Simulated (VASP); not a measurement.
A VASP calculation is set up with these files.

**INCAR**
```
SYSTEM = Fe
PREC = Accurate
ENCUT = 400
EDIFF = 1E-6
NELM = 4
ALGO = Normal
LREAL = .FALSE.
LASPH = .TRUE.
ISMEAR = 1
SIGMA = 0.1
GGA = PE
LMAXMIX = 4
ISPIN = 2
MAGMOM = 2.5
LORBIT = 10
LWAVE = .FALSE.
LCHARG = .FALSE.
ISIF = 2
```

### POSCAR
```
Fe
1
   -1.4350000000     1.4350000000     1.4350000000
    1.4350000000    -1.4350000000     1.4350000000
    1.4350000000     1.4350000000    -1.4350000000
Fe
1
Direct
  0.0000000000   0.0000000000   0.0000000000
```

**KPOINTS**
```
Automatic mesh
0
Gamma
13 13 13
0 0 0
```

POTCAR, in this order: Fe (PBE.64 set). Program: vasp_std.

Question: What happens when VASP runs on this input?

Answer: There is a fault: NELM is too small, so the electronic loop ends before EDIFF is met. The run did not converge; its last values are not results. Against the sound run, the energy per atom (σ→0) drops by 1.018 eV/atom; the pressure decreases by 511.29 GPa; the cell moment decreases by 0.39 μB.

File standard output:
```
 POSCAR found type information on POSCAR Fe
 POSCAR found :  1 types and       1 ions
 Reading from existing POTCAR
 Reading from existing POTCAR
 LDA part: xc-table for (Slater+PW92), standard interpolation
 POSCAR, INCAR and KPOINTS ok, starting setup
 WAVECAR not read
 entering main loop
       N       E                     dE             d eps       ncg     rms          rms(c)
DAV:   1     0.126495953851E+02    0.12650E+02   -0.35851E+03  3153   0.881E+02
DAV:   2    -0.900339754368E+01   -0.21653E+02   -0.20290E+02  3068   0.118E+02
DAV:   3    -0.924280117431E+01   -0.23940E+00   -0.23890E+00  3338   0.170E+01
DAV:   4    -0.924407299967E+01   -0.12718E-02   -0.12717E-02  3400   0.116E+00

 -----------------------------------------------------------------------------
|                                                                             |
|           W    W    AA    RRRRR   N    N  II  N    N   GGGG   !!!           |
|           W    W   A  A   R    R  NN   N  II  NN   N  G    G  !!!           |
|           W    W  A    A  R    R  N N  N  II  N N  N  G       !!!           |
|           W WW W  AAAAAA  RRRRR   N  N N  II  N  N N  G  GGG   !            |
|           WW  WW  A    A  R   R   N   NN  II  N   NN  G    G                |
|           W    W  A    A  R    R  N    N  II  N    N   GGGG   !!!           |
|                                                                             |
|     The electronic self-consistency was not achieved in the given           |
|     number of steps (NELM). The forces and other quantities evaluated       |
|     might not be reliable so examine the results carefully. If you find     |
|     spurious results, we suggest increasing NELM, if you were close to      |
|     convergence or switching to a different ALGO or adjusting the           |
|     density mixing parameters otherwise.                                    |
|                                                                             |
 -----------------------------------------------------------------------------

   1 F= -.92440730E+01 E0= -.92438555E+01  d E =-.652623E-03  mag=     1.8259
```

**OUTCAR**
```
------------------------ aborting loop EDIFF was not reached (unconverged)  ----------------------------
  FORCE on cell =-STRESS in cart. coord.  units (eV):
  Direction    XX          YY          ZZ          XY          YZ          ZX
  --------------------------------------------------------------------------------------
  Total      -38.3168665    -38.3168665    -38.3168665      0.0000000      0.0000000     -0.0000000
  in kB    -5193.7958326  -5193.7958326  -5193.7958326      0.0000000      0.0000000     -0.0000000
  external PRESSURE =   -5193.7958326 kB  Pullay stress =       0.0000000 kB
  volume of cell :       11.82
      direct lattice vectors                 reciprocal lattice vectors
    -1.435000000  1.435000000  1.435000000     0.000000000  0.348432056  0.348432056
     1.435000000 -1.435000000  1.435000000     0.348432056  0.000000000  0.348432056
     1.435000000  1.435000000 -1.435000000     0.348432056  0.348432056  0.000000000
 POSITION                                       TOTAL-FORCE (eV/Angst)
 -----------------------------------------------------------------------------------
      0.00000      0.00000      0.00000         0.000000      0.000000     -0.000000
 -----------------------------------------------------------------------------------
    total drift:                                0.000000     -0.000000      0.000000
  FREE ENERGIE OF THE ION-ELECTRON SYSTEM (eV)
  ---------------------------------------------------
  free  energy   TOTEN  =        -9.2440729997 eV

  energy  without entropy=       -9.2434203764  energy(sigma->0) =       -9.24385546

 total charge

# of ion       s       p       d       tot
------------------------------------------
    1        0.529   0.675   5.892   7.096

 magnetization (x)

# of ion       s       p       d       tot
------------------------------------------
    1        0.006   0.012   1.967   1.985
```
(Selected blocks of OUTCAR.)

To mend it, set NELM = 100.

The mended run (PBE GGA, plane waves, VASP's PBE PAW potentials (set 64)) converges, and its OSZICAR ends with
```
   1 F= -.82262588E+01 E0= -.82261999E+01  d E =-.176767E-03  mag=     2.2181
```

The compound is Fe in the bcc structure. The cell was not relaxed at this level.
